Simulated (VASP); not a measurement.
# EuAl4Si2Rh: how cutoff and mesh change the moments, part 2 of 2

How far do the magnetic moments of EuAl4Si2Rh depend on cutoff and mesh? The starting structure is a measured crystal structure from the Crystallography Open Database. The reference starts from ferromagnetic moments.

VASP 6.6.1.

Results so far: reference 6.52 μB on Eu; a 4×4×2 mesh 6.52 μB on Eu.

### 4. Run with a 10×10×6 mesh

Level of this step: PBEsol, spin-polarised from a ferromagnetic start; plane waves and PAW (Eu, Rh_pv, Si, Al) (VASP).

Against step 2 the input has a 10×10×6 mesh.

INCAR

```
SYSTEM = EuAl4Si2Rh
PREC = Accurate
ENCUT = 420
EDIFF = 1E-07
NELM = 200
ISMEAR = 1
SIGMA = 0.15
LREAL = .FALSE.
ALGO = Normal
GGA = PS
NBANDS = 44
ISPIN = 2
MAGMOM = 8.4 0.72 0 0 0 0 0 0
LASPH = .TRUE.
LMAXMIX = 6
AMIX = 0.2
BMIX = 1E-04
AMIX_MAG = 0.8
BMIX_MAG = 1E-04
LORBIT = 11
LWAVE = .FALSE.
LCHARG = .FALSE.
KPAR = 8
```

POSCAR

```
EuAl4Si2Rh
1.0
    4.1760000000      0.0000000000      0.0000000000
    0.0000000000      4.1760000000      0.0000000000
    0.0000000000      0.0000000000      8.2890000000
Eu Rh Si Al
1 1 2 4
Direct
    0.0000000000      0.0000000000      0.5000000000
    0.0000000000      0.0000000000      0.0000000000
    0.5000000000      0.5000000000      0.6426000000
    0.5000000000      0.5000000000      0.3574000000
    0.5000000000      0.0000000000      0.8320000000
    0.0000000000      0.5000000000      0.8320000000
    0.5000000000      0.0000000000      0.1680000000
    0.0000000000      0.5000000000      0.1680000000
```

KPOINTS

```
Automatic mesh
0
Gamma
10 10 6
0 0 0
```

The projector-augmented-wave data sets are Eu, Rh_pv, Si and Al (PBE family, release 64).

Command:

```sh
$ mpirun -np 8 vasp_std
```

Output:

```text
[banner, memory and clock lines left out]
running    8 mpi-ranks, on    1 nodes
[...]
[... a notice as in an earlier step ...]

 [... a notice as in an earlier step ...]

 LDA part: xc-table for (Slater+PW92), standard interpolation
 POSCAR, INCAR and KPOINTS ok, starting setup
[...]
entering main loop
       N       E                     dE             d eps       ncg     rms          rms(c)
DAV:   1     0.268539114121E+03    0.26854E+03   -0.19252E+04 23852   0.271E+03
DAV:   2    -0.167318200123E+02   -0.28527E+03   -0.25998E+03 22772   0.442E+02
DAV:   3    -0.467281789625E+02   -0.29996E+02   -0.29084E+02 23040   0.902E+01
DAV:   4    -0.503594306194E+02   -0.36313E+01   -0.36049E+01 29240   0.210E+01
[...]
DAV:  19    -0.525629002209E+02    0.15143E-05   -0.21665E-06 23216   0.188E-02    0.129E-02
DAV:  20    -0.525628997907E+02    0.43023E-06   -0.65066E-07 21408   0.100E-02    0.706E-03
DAV:  21    -0.525628997285E+02    0.62152E-07   -0.73107E-08 14344   0.224E-03
   1 F= -.52562900E+02 E0= -.52563046E+02  d E =0.438148E-03  mag=     6.8699
```

Run time: 2.9 min. Hardware: 8 MPI ranks of Intel Xeon Platinum 8259CL at 2.50GHz (Skylake/Cascade Lake), shared host; peak memory 5.8 GiB; 23 min of CPU time.

OUTCAR, selected parts (step 4):

```text
  Total       -2.3317934     -2.3317934     -2.7527141      0.0000000      0.0000000      0.0000000
  in kB      -25.8450593    -25.8450593    -30.5104473      0.0000000      0.0000000      0.0000000
  external PRESSURE =     -27.4001886 kB  Pullay stress =       0.0000000 kB

 POSITION                                       TOTAL-FORCE (eV/Angst)
 -----------------------------------------------------------------------------------
      0.00000      0.00000      4.14450         0.000000      0.000000      0.000000
      0.00000      0.00000      0.00000         0.000000      0.000000      0.000000
      2.08800      2.08800      5.32651        -0.000000      0.000000     -0.153847
      2.08800      2.08800      2.96249         0.000000      0.000000      0.153847
      2.08800      0.00000      6.89645         0.000000      0.000000      0.005793
      0.00000      2.08800      6.89645         0.000000     -0.000000      0.005793
      2.08800      0.00000      1.39255        -0.000000      0.000000     -0.005793
      0.00000      2.08800      1.39255         0.000000     -0.000000     -0.005793
 -----------------------------------------------------------------------------------
    total drift:                               -0.000000     -0.000000      0.000000

  FREE ENERGIE OF THE ION-ELECTRON SYSTEM (eV)
  ---------------------------------------------------
  free  energy   TOTEN  =       -52.5628997285 eV

  energy  without entropy=      -52.5633378760  energy(sigma->0) =      -52.56304578

 magnetization (x)
# of ion       s       p       d       f       tot
--------------------------------------------------
    1       -0.011  -0.097   0.088   6.534   6.515
    2       -0.003  -0.006   0.006   0.000  -0.003
    3       -0.005  -0.011   0.000   0.000  -0.015
    4       -0.005  -0.011   0.000   0.000  -0.015
    5       -0.001  -0.001   0.000   0.000  -0.002
    6       -0.001  -0.001   0.000   0.000  -0.002
    7       -0.001  -0.001   0.000   0.000  -0.002
    8       -0.001  -0.001   0.000   0.000  -0.002
--------------------------------------------------
tot         -0.027  -0.126   0.094   6.534   6.474

[... 1 part as in an earlier step ...]

[... 2 further parts left out ...]
[key lines of the parts left out:]
E-fermi :   7.2707
```

A 10×10×6 mesh: the moments inside the Eu spheres have a mean size of 6.51 μB, and the cell carries 6.87 μB, with no gap.

### 5. Run with a cutoff of 570 eV

Against step 2 the input has ENCUT = 570.

Changes to INCAR since step 4:

```diff
@@ -2,3 +2,3 @@
 PREC = Accurate
-ENCUT = 420
+ENCUT = 570
 EDIFF = 1E-07
```

POSCAR is that of step 4.

KPOINTS

```
Automatic mesh
0
Gamma
8 8 4
0 0 0
```

Command:

```sh
$ mpirun -np 8 vasp_std
```

Output:

```text
[... set-up lines as in an earlier step ...]
 entering main loop
       N       E                     dE             d eps       ncg     rms          rms(c)
DAV:   1     0.324788667036E+03    0.32479E+03   -0.22511E+04 12852   0.364E+03
DAV:   2    -0.875778364233E+01   -0.33355E+03   -0.30278E+03 12624   0.549E+02
DAV:   3    -0.464511785648E+02   -0.37693E+02   -0.36450E+02 12804   0.110E+02
DAV:   4    -0.503234521424E+02   -0.38723E+01   -0.38437E+01 15752   0.228E+01
[...]
DAV:  20    -0.525823433700E+02    0.61421E-06   -0.14939E-06 12084   0.677E-03    0.945E-03
DAV:  21    -0.525823430702E+02    0.29979E-06   -0.15068E-07  7232   0.662E-03    0.550E-03
DAV:  22    -0.525823430182E+02    0.51952E-07   -0.15496E-07  6380   0.611E-03
   1 F= -.52582343E+02 E0= -.52582280E+02  d E =-.190473E-03  mag=     6.8747
```

Elapsed: 3.3 min, on 8 MPI ranks; peak memory 6 GiB.

OUTCAR, selected parts (step 5):

```text
  Total       -2.1324300     -2.1324300     -2.7034785      0.0000000     -0.0000000      0.0000000
  in kB      -23.6353610    -23.6353610    -29.9647313      0.0000000     -0.0000000      0.0000000
  external PRESSURE =     -25.7451511 kB  Pullay stress =       0.0000000 kB

 POSITION                                       TOTAL-FORCE (eV/Angst)
 -----------------------------------------------------------------------------------
      0.00000      0.00000      4.14450        -0.000000     -0.000000      0.000000
      0.00000      0.00000      0.00000        -0.000000     -0.000000      0.000000
      2.08800      2.08800      5.32651         0.000000     -0.000000     -0.162031
      2.08800      2.08800      2.96249        -0.000000     -0.000000      0.162031
      2.08800      0.00000      6.89645        -0.000000      0.000000      0.002380
      0.00000      2.08800      6.89645         0.000000      0.000000      0.002380
      2.08800      0.00000      1.39255        -0.000000      0.000000     -0.002380
      0.00000      2.08800      1.39255        -0.000000     -0.000000     -0.002380
 -----------------------------------------------------------------------------------
    total drift:                                0.000000      0.000000     -0.000000

  FREE ENERGIE OF THE ION-ELECTRON SYSTEM (eV)
  ---------------------------------------------------
  free  energy   TOTEN  =       -52.5823430182 eV

  energy  without entropy=      -52.5821525454  energy(sigma->0) =      -52.58227953

 magnetization (x)
# of ion       s       p       d       f       tot
--------------------------------------------------
    1       -0.011  -0.097   0.088   6.532   6.513
    2       -0.002  -0.006   0.004   0.000  -0.004
    3       -0.004  -0.010   0.000   0.000  -0.014
    4       -0.004  -0.010   0.000   0.000  -0.014
    5       -0.001  -0.001   0.000   0.000  -0.002
    6       -0.001  -0.001   0.000   0.000  -0.002
    7       -0.001  -0.001   0.000   0.000  -0.002
    8       -0.001  -0.001   0.000   0.000  -0.002
--------------------------------------------------
tot         -0.026  -0.125   0.092   6.532   6.473

[... 1 part as in an earlier step ...]

[... 2 further parts left out ...]
[key lines of the parts left out:]
E-fermi :   7.2386
```

A cutoff of 570 eV: the moments inside the Eu spheres have a mean size of 6.51 μB, and the cell carries 6.87 μB, with no gap.

### 6. The runs compared

| run | mean size of the moment on Eu (μB) | cell (μB) | gap on the mesh (eV) | core minutes |
| --- | --- | --- | --- | --- |
| reference | 6.52 | 6.87 | none | 14.5 |
| a 4×4×2 mesh | 6.52 | 6.96 | none | 5.47 |
| a 10×10×6 mesh | 6.51 | 6.87 | none | 22.8 |
| a cutoff of 570 eV | 6.51 | 6.87 | none | 26.3 |

Core minutes are wall time times ranks of the run shown, on a shared host.

### 7. Outcome

* mean size of the moment on Eu, reference: 6.52 μB
* mean size of the moment on Eu, a 4×4×2 mesh: 6.52 μB
* mean size of the moment on Eu, a 10×10×6 mesh: 6.51 μB
* mean size of the moment on Eu, a cutoff of 570 eV: 6.51 μB

The Eu moment is 6.52 μB in the reference and no setting moves it by more than 0.005 μB. On finer settings it changes by -0.001 μB with a 10×10×6 mesh and -0.003 μB with a cutoff of 570 eV. The functional and the magnetic order aren't tested here. Further runs on this material are not shown.

[Lines on the potential files, build, host, timing and source positions are cut from VASP's logs without a mark.]

[Logs are printed without paths, hosts, clocks, repeated set-up lines and the standing remarks that a program may print on its own settings, such as how far it seeks lower states.]

[Hosts, paths, dates, database ids (printed as entryN), source tags and the programs' standing remarks are cut or masked in the printed files.]
